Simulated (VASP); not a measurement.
These are PBE GGA, VASP's PBE PAW potentials (set 64) (plane waves; VASP 6.6.1) values and carry that method's errors.

The input files of a VASP run:

### POSCAR
```
NaF
4.5963140
  0.0000000000   0.5000000156   0.5000000156
  0.5000000156   0.0000000000   0.5000000156
  0.5000000156   0.5000000156   0.0000000000
Na F
1 1
Cart
  0.0000000000   0.0000000000   0.0000000000
  0.5000000156   0.5000000156   0.5000000156
```

**KPOINTS**
```
Automatic mesh
0
Gamma
10 10 10
0 0 0
```

### INCAR
```
ALGO=Normal
EDIFF=1E-7
ENCUT=520
GGA=PE
ISIF=2
ISMEAR=0
LASPH=.TRUE.
LCHARG=.FALSE.
LREAL=.FALSE.
LWAVE=.FALSE.
NELM=100
PREC=Accurate
SIGMA=0.05
SYSTEM=NaF
```

POTCAR, in this order: Na_pv F (PBE.64 set). Program: vasp_std.

The resulting files:

OSZICAR:
```
       N       E                     dE             d eps       ncg     rms          rms(c)
DAV:   1     0.108752687119E+03    0.10875E+03   -0.82877E+03  1048   0.156E+03
DAV:   2    -0.371413344381E+01   -0.11247E+03   -0.10496E+03  1118   0.371E+02
DAV:   3    -0.938926674809E+01   -0.56751E+01   -0.56610E+01  1199   0.846E+01
DAV:   4    -0.944204306412E+01   -0.52776E-01   -0.52769E-01  1142   0.904E+00
DAV:   5    -0.944264460275E+01   -0.60154E-03   -0.60153E-03  1178   0.963E-01    0.542E+00
DAV:   6    -0.855802649753E+01    0.88462E+00   -0.37874E+00  1257   0.191E+01    0.182E+00
DAV:   7    -0.854822152712E+01    0.98050E-02   -0.28978E-02  1055   0.255E+00    0.104E+00
DAV:   8    -0.854956179730E+01   -0.13403E-02   -0.27107E-02  1043   0.409E+00    0.117E-01
DAV:   9    -0.855035327870E+01   -0.79148E-03   -0.36753E-03  1178   0.674E-01    0.806E-02
DAV:  10    -0.855028400628E+01    0.69272E-04   -0.47948E-04  1091   0.331E-01    0.117E-02
DAV:  11    -0.855028206351E+01    0.19428E-05   -0.14540E-05  1163   0.658E-02    0.287E-03
DAV:  12    -0.855028224918E+01   -0.18567E-06   -0.10575E-06  1055   0.153E-02    0.153E-03
DAV:  13    -0.855028206969E+01    0.17949E-06   -0.15148E-07  1076   0.424E-03    0.351E-04
DAV:  14    -0.855028204884E+01    0.20849E-07   -0.98070E-09   613   0.161E-03
   1 F= -.85502820E+01 E0= -.85502820E+01  d E =-.158991E-10
```

**OUTCAR**
```
------------------------ aborting loop because EDIFF is reached ----------------------------------------
  FORCE on cell =-STRESS in cart. coord.  units (eV):
  Direction    XX          YY          ZZ          XY          YZ          ZX
  --------------------------------------------------------------------------------------
  Total        0.5206016      0.5206016      0.5206016      0.0000000      0.0000000      0.0000000
  in kB       34.3595098     34.3595098     34.3595098      0.0000000      0.0000000      0.0000000
  external PRESSURE =      34.3595098 kB  Pullay stress =       0.0000000 kB
  volume of cell :       24.28
      direct lattice vectors                 reciprocal lattice vectors
     0.000000000  2.298157072  2.298157072    -0.217565634  0.217565634  0.217565634
     2.298157072  0.000000000  2.298157072     0.217565634 -0.217565634  0.217565634
     2.298157072  2.298157072  0.000000000     0.217565634  0.217565634 -0.217565634
  FREE ENERGIE OF THE ION-ELECTRON SYSTEM (eV)
  ---------------------------------------------------
  free  energy   TOTEN  =        -8.5502820488 eV

  energy  without entropy=       -8.5502820488  energy(sigma->0) =       -8.55028205
```
(Selected blocks of OUTCAR.)

The compound is NaF in the rock salt structure. This cell is one point of a volume scan, at 0.94 of the reference volume.
